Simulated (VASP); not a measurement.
BaSO4: single point with LDA

Crystal: BaSO4.

```
CELL_PARAMETERS angstrom
0.00000 3.56385 3.56385
3.56385 0.00000 3.56385
3.56385 3.56385 0.00000
ATOMIC_POSITIONS crystal
Ba 0.50000 0.50000 0.50000
S 0.00000 0.00000 0.00000
O 0.11957 0.11957 0.11957
O 0.64129 0.11957 0.11957
O 0.11957 0.64129 0.11957
O 0.11957 0.11957 0.64129
```

The cell comes from a database or a generator and needn't be the stable form of this composition.

```yaml
Program: VASP 6.6.1
Task: single point
Functional: LDA
Potentials_or_basis: VASP PAW LDA potentials, release 64 (Ba_sv, S, O)
Cutoff: 520 eV
k_mesh: 5 × 5 × 5
Occupations: gaussian, width 0.01 eV
Spin: no spin polarisation
Dipole_correction: no
Further_INCAR_settings: ALGO = Normal; EDIFF = 1e-06; NBANDS = 29
```

```
Pressure               : -0.4 GPa
Largest force          : 0.268 eV/Å
Band gap on the k mesh : 4.38 eV, indirect (least direct gap 4.40 eV)
```

Forces in eV/Å, atoms in the order of the input:
```
Ba   0.000  0.000  0.000
S    0.000  0.000  0.000
O   -0.155 -0.155 -0.155
O   -0.155  0.155  0.155
O    0.155 -0.155  0.155
O    0.155  0.155 -0.155
```

Levels at points of the mesh, in eV from the valence-band top:
```tsv
k point	band 16	band 17	band 18	band 19	band 20	band 21	band 22	band 23	band 24	band 25
(0.00, 0.00, 0.00)	-1.69	-1.69	-0.01	-0.01	-0.01	4.38	6.59	6.59	6.59	8.43
```

Run time: 25 s on 1 thread of Intel(R) Xeon(R) Platinum 8559C (Emerald Rapids) (shared host), peak memory 0.2 GiB.

Caveat: spin-orbit coupling is left out, which moves the levels of the heavy elements; an odd mesh through Γ misses points on the zone boundary, where band edges often lie. LDA gaps usually lie below the measured ones, often by a third to a half.
